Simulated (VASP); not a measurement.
Crystal: Al.

```
CELL_PARAMETERS angstrom
0.00000 2.02481 2.02481
2.02481 0.00000 2.02481
2.02481 2.02481 0.00000
ATOMIC_POSITIONS crystal
Al 0.00000 0.00000 0.00000
```

* Program: VASP 6.6.1
* Task: relaxation of cell and atoms
* Functional: r2SCAN
* Potentials or basis: VASP PAW PBE potentials, release 64 (Al)
* Cutoff: 600 eV
* k mesh: 18 × 18 × 18
* Occupations: methfessel-paxton, width 0.1 eV
* Spin: no spin polarisation

At the start: pressure -3.9 GPa; volume 16.60 Å³/atom.

How do energy, volume and symmetry change on relaxing?

Over 3 steps the energy falls by 9.8 meV/atom and the volume is 15.84 Å³/atom (-4.6 %); space group Fm-3m (No. 225, to 0.05 Å).

The path:
```
step  energy change (eV)  largest force (eV/Å)  pressure (GPa)  volume (Å³)
   1              0.0000                0.0000           -3.92        16.60
   2             -0.0091                0.0000            1.17        15.65
   3             -0.0098                0.0000            0.03        15.84
```

Final structure:
```yaml
crystal:
  lattice:
    - [0.00000, 1.99316, 1.99316]
    - [1.99316, 0.00000, 1.99316]
    - [1.99316, 1.99316, 0.00000]
  atoms:
    - { symbol: Al, position: [0.00000, 0.00000, 0.00000] }
```

Caveat: the PAW data sets were made with another functional, which shifts forces and pressure a little.
